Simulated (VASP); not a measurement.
Output of a VASP run:

**OSZICAR**
```
       N       E                     dE             d eps       ncg     rms          rms(c)
DAV:   1     0.348248815516E+03    0.34825E+03   -0.78823E+03   208   0.898E+02
DAV:   2     0.739887729969E+02   -0.27426E+03   -0.27123E+03   352   0.302E+02
DAV:   3    -0.981644872685E+01   -0.83805E+02   -0.82994E+02   284   0.170E+02
DAV:   4    -0.181463175352E+02   -0.83299E+01   -0.80702E+01   384   0.672E+01
DAV:   5    -0.192144015989E+02   -0.10681E+01   -0.10545E+01   328   0.205E+01    0.556E+00
DAV:   6    -0.223894290842E+02   -0.31750E+01   -0.43304E+01   384   0.252E+01    0.369E+01
DAV:   7    -0.162755878939E+02    0.61138E+01   -0.61685E+01   328   0.480E+01    0.546E+00
DAV:   8    -0.173649980624E+02   -0.10894E+01   -0.12558E+01   400   0.205E+01    0.326E+00
DAV:   9    -0.173436176259E+02    0.21380E-01   -0.15931E+00   376   0.729E+00    0.303E+00
DAV:  10    -0.172854065607E+02    0.58211E-01   -0.21576E-01   368   0.276E+00    0.262E+00
DAV:  11    -0.172046061830E+02    0.80800E-01   -0.86602E-02   360   0.161E+00    0.223E+00
DAV:  12    -0.171283928252E+02    0.76213E-01   -0.35397E-02   320   0.141E+00    0.192E+00
DAV:  13    -0.170581725750E+02    0.70220E-01   -0.40985E-02   400   0.134E+00    0.158E+00
DAV:  14    -0.170008639253E+02    0.57309E-01   -0.37484E-02   344   0.145E+00    0.124E+00
DAV:  15    -0.169550063648E+02    0.45858E-01   -0.54005E-02   384   0.161E+00    0.803E-01
DAV:  16    -0.169297994624E+02    0.25207E-01   -0.75703E-02   336   0.184E+00    0.261E-01
DAV:  17    -0.169289904886E+02    0.80897E-03   -0.14582E-02   400   0.654E-01    0.998E-02
DAV:  18    -0.169301777318E+02   -0.11872E-02   -0.32948E-03   348   0.455E-01    0.179E-01
DAV:  19    -0.169291009692E+02    0.10768E-02   -0.54079E-03   320   0.543E-01    0.575E-02
DAV:  20    -0.169305325761E+02   -0.14316E-02   -0.10897E-02   400   0.614E-01    0.201E-01
DAV:  21    -0.169302234465E+02    0.30913E-03   -0.88824E-04   320   0.163E-01    0.180E-01
DAV:  22    -0.169298897477E+02    0.33370E-03   -0.35973E-04   392   0.112E-01    0.149E-01
DAV:  23    -0.169292931929E+02    0.59655E-03   -0.19833E-03   336   0.263E-01    0.551E-02
DAV:  24    -0.169293293349E+02   -0.36142E-04   -0.15537E-04   392   0.711E-02    0.559E-02
DAV:  25    -0.169292561556E+02    0.73179E-04   -0.20257E-04   336   0.877E-02    0.257E-02
DAV:  26    -0.169292635501E+02   -0.73945E-05   -0.20753E-05   376   0.274E-02    0.260E-02
DAV:  27    -0.169292402946E+02    0.23256E-04   -0.10640E-04   316   0.642E-02    0.445E-03
DAV:  28    -0.169292411348E+02   -0.84018E-06   -0.13712E-05   400   0.201E-02    0.115E-03
DAV:  29    -0.169292413000E+02   -0.16520E-06   -0.22839E-06   208   0.614E-03
   1 F= -.16929241E+02 E0= -.16889853E+02  d E =-.787770E-01
```

OUTCAR:
```
------------------------ aborting loop because EDIFF is reached ----------------------------------------
  FORCE on cell =-STRESS in cart. coord.  units (eV):
  Direction    XX          YY          ZZ          XY          YZ          ZX
  --------------------------------------------------------------------------------------
  Total       -6.0019180     -2.7851993     -5.1605770     -0.1514839     -1.2220288      0.2560720
  in kB      -24.8362743    -11.5253113    -21.3547578     -0.6268488     -5.0568239      1.0596402
  external PRESSURE =     -19.2387811 kB  Pullay stress =       0.0000000 kB
  volume of cell :      387.18
      direct lattice vectors                 reciprocal lattice vectors
     4.412567000  0.000000000  0.000000000     0.226625454 -0.086843615  0.000000000
     2.206284000  5.757477000  0.000000000     0.000000000  0.173687190  0.000000000
     0.000000000  0.000000000 15.240200000     0.000000000  0.000000000  0.065615937
 POSITION                                       TOTAL-FORCE (eV/Angst)
 -----------------------------------------------------------------------------------
      4.35370      3.93264      7.41654         0.231686      0.311835     -0.469175
      2.18083      1.41306     10.23085         0.043755     -0.400126     -1.410756
      2.25041      3.23155      5.04705        -0.085216      0.047765      0.580113
      4.45276      0.70152      7.78594        -0.190225      0.040526      1.299818
 -----------------------------------------------------------------------------------
    total drift:                                0.000042     -0.000065     -0.000051
  FREE ENERGIE OF THE ION-ELECTRON SYSTEM (eV)
  ---------------------------------------------------
  free  energy   TOTEN  =       -16.9292413000 eV

  energy  without entropy=      -16.8504643175  energy(sigma->0) =      -16.88985281
```
(Selected blocks of OUTCAR.)

**POSCAR**
```
LaSb
1
    4.4125670000     0.0000000000     0.0000000000
    2.2062840000     5.7574770000     0.0000000000
    0.0000000000     0.0000000000    15.2402000000
La Sb
2 2
Direct
  0.6451350000   0.6830500000   0.4866430000
  0.3715170000   0.2454310000   0.6713070000
  0.2293600000   0.5612790000   0.3311670000
  0.9481860000   0.1218450000   0.5108820000
```

Task: Write an INCAR and KPOINTS that could have produced this output.

Result: Several could match; the one computed here: the input of the run itself, PBE GGA, plane waves, VASP's PBE PAW potentials (set 64).

**INCAR**
```
ALGO = Normal
EDIFF = 1E-6
ENCUT = 300
GGA = PE
ISIF = 2
ISMEAR = 0
LASPH = .True.
LCHARG = .False.
LMAXMIX = 6
LREAL = .False.
LWAVE = .False.
NELM = 100
PREC = Accurate
SIGMA = 0.136
SYSTEM = LaSb
```

KPOINTS:
```
Automatic
0
G
3 3 1
```

POTCAR, in this order: La Sb (PBE.64 set). Program: vasp_std.

At this cut-off the stress carries a Pulay error, which pulls relaxed volumes low. The cell holds a wide vacuum, so values per volume refer to the whole cell.

The cell is a sheet with vacuum, built from a generated structure.
